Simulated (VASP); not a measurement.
An input for Quantum ESPRESSO's pw.x (written as the equivalent of a VASP run, and not itself run):

```
&CONTROL
  calculation = 'scf'
  pseudo_dir = './pseudo'
  outdir = './out'
  tprnfor = .true.
  tstress = .true.
/
&SYSTEM
  ibrav = 0
  nat = 2
  ntyp = 2
  ecutwfc = 76
  occupations = 'tetrahedra'
  input_dft = 'pz'
/
&ELECTRONS
  conv_thr = 7.3e-09
  electron_maxstep = 100
/
ATOMIC_SPECIES
  B 10.810 B.upf
  P 30.974 P.upf
CELL_PARAMETERS angstrom
     0.0000000    2.2448378    2.2448378
     2.2448378    0.0000000    2.2448378
     2.2448378    2.2448378    0.0000000
ATOMIC_POSITIONS crystal
  B    0.0000000  0.0000000  0.0000000
  P    0.2500000  0.2500000  0.2500000
K_POINTS automatic
  11 11 11 0 0 0
```

Task: Translate this input to VASP (INCAR, KPOINTS, POSCAR, choice of POTCAR).

Result: One answer among several that fit: 
**INCAR**
```
ALGO = Normal
EDIFF = 1E-7
ENCUT = 520
ISIF = 2
ISMEAR = -5
LASPH = T
LCHARG = T
LORBIT = 11
LREAL = F
LWAVE = F
NEDOS = 601
NELM = 100
PREC = Accurate
SYSTEM = BP
```

### POSCAR
```
BP
3.174680
  0.0000000000   0.7071067795   0.7071067795
  0.7071067795   0.0000000000   0.7071067795
  0.7071067795   0.7071067795   0.0000000000
B P
1 1
Cart
  0.0000000000   0.0000000000   0.0000000000
  0.3535533898   0.3535533898   0.3535533898
```

File KPOINTS:
```
Automatic mesh
0
Gamma
11 11 11
0 0 0
```

POTCAR, in this order: B P (LDA.64 set). Program: vasp_std.

What does not carry over: the potentials are each code's own (VASP's PAW set, PseudoDojo norm-conserving files in pw.x), so ENCUT and ecutwfc are chosen apart and not converted; conv_thr bounds pw.x's estimated SCF error, while EDIFF bounds the energy change between steps.

The compound is BP in the zinc blende structure. It was relaxed first.
